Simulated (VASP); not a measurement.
# Wall time of one r2SCAN SCF run on ferromagnetic bcc Fe with eight solver and mixing settings in VASP

We calculate the ground state of bcc iron at fixed geometry eight times with r2SCAN, changing only the electronic solver (ALGO) or the density mixing (IMIX, AMIX, BMIX), and compare the wall times. Studies of magnetic alloys, steels and magnetic layers need many such runs, so a poor choice of solver is paid for many times over. A fast run is useful only if it reaches the same state, so we also follow the energy per atom. Times and energies are measured against the run with ALGO = Normal and default mixing. All eight runs end in the same ferromagnetic state with nearly equal moments.

## Computational details

A cell from a diffraction database. VASP 6.6.1, plane waves with PAW, r2SCAN, 1 atoms at fixed positions, collinear spin, no spin-orbit coupling. Held fixed: cutoff 400 eV, k mesh 9×9×9, ISMEAR = -1, SIGMA = 0.05 eV and 2 MPI ranks. Each row is named by the tags or value that set it apart; differences are taken from the run 'ALGO = Normal'. All ran on Intel(R) Xeon(R) Platinum 8488C (Sapphire Rapids), shared with other work, so times are rough.

Notes on method and selection:

- Runs that did not converge, have known faults or may not be shown are not listed, and runs on Ansatz's PAW sets soft_1 and soft_2 are kept to separate tables.

Columns:

- energy error (meV/atom): energy per atom extrapolated to zero smearing, less that of the reference (ALGO = Normal).
- cycles: SCF cycles.

Input lines of one member:

```
PREC = Accurate
ENCUT = 400
EDIFF = 1E-06
NELM = 100
ISMEAR = -1
SIGMA = 0.05
LREAL = .FALSE.
ALGO = Normal
METAGGA = R2SCAN
LASPH = .TRUE.
NBANDS = 10
ISPIN = 2
LMAXMIX = 4
LORBIT = 11
KPAR = 2
```

Command (options for logging and memory left out): `mpirun -np 2 vasp_std`

## Table of results

| member | energy error (meV/atom) | cycles | wall time (s) |
| --- | --- | --- | --- |
| ALGO = All | 0.001 | 19 | 54.0 |
| IMIX = 1, AMIX = 0.2 | 0.013 | 24 | 42.0 |
| AMIX = 0.8 | 0.000 | 23 | 35.0 |
| ALGO = Damped | 0.002 | 28 | 28.0 |
| ALGO = VeryFast | 0.000 | 22 | 26.0 |
| AMIX = 0.1, BMIX = 0.01 | 0.000 | 22 | 21.0 |
| ALGO = Normal | 0.000 | 15 | 17.4 |
| ALGO = Fast | 0.000 | 18 | 16.8 |

## Reading the trend

The wall time runs from 16.8 s with ALGO = Fast to 54.0 s with ALGO = All, a ratio of 54.0 / 16.8 = 3.2. The default run takes 17.4 s, and its distance from ALGO = Fast is too small to mean anything on shared hosts.

Wall time is the number of cycles multiplied by the time per cycle, plus a start-up share. The cycle count does not depend on the load of the host, and here the default is best with 15 cycles. The other runs need between 18 and 28.

Changing the mixing under ALGO = Normal raises the count to 22, 23 or 24. The default AMIX for a spin-polarised run is roughly 0.4, so both the larger and the smaller values tried here cost cycles. Strong damping of long-wavelength density changes, the usual reason to adjust BMIX, has little to act on in this cell. Kerker mixing scales each density component by

$$A\,\frac{G^2}{G^2+B^2},$$

with $A$ = AMIX and $B$ = BMIX. In a one-atom iron cell the shortest non-zero $G$ is roughly 3 Å⁻¹. With the default $B$ of about 1 Å⁻¹ the fraction is already 9 / (9 + 1) = 0.9, so lowering BMIX can change it by only about a tenth.

The time per cycle, taken here with the start-up share included, is much less certain. The four runs with ALGO = Normal do nearly the same work in each cycle, yet they take 17.4 / 15 = 1.16, 21.0 / 22 = 0.95, 35.0 / 23 = 1.52 and 42.0 / 24 = 1.75 s. This spread, a factor of about 1.8, is most likely due to other work on the hosts, and it sets the scale below which we read nothing into the times.

ALGO = Fast and VeryFast use RMM-DIIS, which saves time mainly by reducing orthogonalisation between bands. With only 10 bands there is little to save.

## Residuals

ALGO = All is the slowest run although its 19 cycles are fewer than those of five other runs. Each cycle takes 54.0 / 19 = 2.84 s, which is 2.84 / 1.16 = 2.4 times the default, but only 2.84 / 1.75 = 1.6 times the slowest of the ALGO = Normal runs, so host load alone cannot be ruled out. A likely reason within the method is the conjugate-gradient line search, which needs a trial step and a corrector step, each with a new evaluation of the energy. That would account for a factor of roughly two, and host load may have added the rest.

The run with plain Kerker mixing (IMIX = 1, AMIX = 0.2) stands out in quality as well as in time. Its energy lies 0.013 meV/atom above the reference, while no other run is off by more than 0.002 meV/atom. Its stress is also clearly apart from that of the other runs. Plain mixing moves the density by a small fraction of the residual and does not learn from earlier steps. The energy change per cycle can therefore fall below EDIFF while the density is still some way from self-consistency. Near the solution the energy error is of second order in the density error, whereas the stress error is of first order, so the stress shows the fault more plainly.

## Using the table

**Which setting should we take for a thousand single-point runs on cells like this one?**
With ALGO = Normal and default mixing, 1000 × 17.4 / 3600 = 4.8 hours. With ALGO = All, 1000 × 54.0 / 3600 = 15.0 hours. ALGO = Fast would serve equally well, but the default needs the fewest cycles and is the simplest choice.

**How much of the extra time with plain Kerker mixing comes from extra cycles?**
At the default time per cycle, 24 cycles would take 17.4 × 24 / 15 = 27.8 s. The extra cycles therefore explain 27.8 − 17.4 = 10.4 s of the total excess of 42.0 − 17.4 = 24.6 s. The remaining 24.6 − 10.4 = 14.2 s come from slower cycles, for which host load is the likely cause. On a quiet machine we would expect a penalty nearer to 24 / 15 = 1.6 than to the observed 42.0 / 17.4 = 2.4.

**Is the plain Kerker run good enough to use?**
For an energy difference wanted to 1 meV/atom it is, since its error is smaller by a factor of 1 / 0.013 = 77. For a cell relaxation or an equation of state taken from stresses it is not. There we would return to the default mixer or, if plain mixing must be kept, tighten EDIFF and check that the stress has settled.

## What to take away

For a one-atom ferromagnetic iron cell, the default solver and mixing are a sound choice, and none of the changes tried here brings a gain in time that we can distinguish from host load. ALGO = All took about three times as long for the same energy, though host load may account for part of that. Meeting EDIFF does not by itself guarantee a converged stress.

These findings should not be carried over to large cells, slabs or difficult magnetic orders. In large cells and slabs, small $G$ vectors make charge sloshing possible, and difficult magnetic orders can be slow to settle for reasons of their own. Careful mixing or direct minimisation can then decide whether a run converges at all.

The agreement between solvers says nothing about the accuracy of r2SCAN, which is known to make the moment of bcc iron too large. Spin-orbit coupling is left out; including it would add a small orbital moment and lengthen every run, because the orbitals become two-component spinors.

[Logs are printed without paths, hosts, clocks, repeated set-up lines and the standing remarks that a program may print on its own settings, such as how far it seeks lower states.]
